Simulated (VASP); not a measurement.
These are PBEsol GGA, VASP's PBE PAW potentials (set 64) (plane waves; VASP) values and carry that method's errors.

A VASP calculation is set up with these files.

### INCAR
```
PREC  =  Accurate
EDIFFG  =  -0.001   # ionic stop
SIGMA  =  0.05
NELM  =  100   # most electronic steps
LMAXMIX  =  4
GGA  =  PS   # PBEsol
ENCUT  =  400
ISIF  =  2
EDIFF  =  1E-8
NSW  =  30
LWAVE  =  .False.
SYSTEM  =  CsI
IBRION  =  1
ISMEAR  =  0   # Gaussian
LASPH  =  .True.   # aspherical one-centre terms
LREAL  =  .False.   # projection in real space or not
LCHARG  =  .False.
ALGO  =  Normal
```

### KPOINTS
```
Automatic mesh
0
gamma
5 5 5
0 0 0
```

### POSCAR
```
CsI
1
    4.5164468370     0.0000000000     0.0000000000
    0.0000000000     4.5164468370     0.0000000000
    0.0000000000     0.0000000000     4.5164468370
Cs I
1 1
Direct
  0.0000000000   0.0000000000   0.0000000000
  0.5000000000   0.5000000000   0.5000000000
```

POTCAR, in this order: Cs_sv I (PBE.64 set). Program: vasp_std.

**Question.** What will the output report for the number of irreducible k-points (NKPTS), largest plane-wave count, number of space-group operations, FFT grid (NGX, NGY, NGZ)?

**Answer.** 
| Quantity | Result |
|---|---|
| number of irreducible k-points (NKPTS) | 10 |
| largest plane-wave count | 1743 |
| number of space-group operations | 48 |
| FFT grid (NGX, NGY, NGZ) | 30 × 30 × 30 |

The compound is CsI in the CsCl type structure. It was relaxed first. The start is the result of an earlier pass.
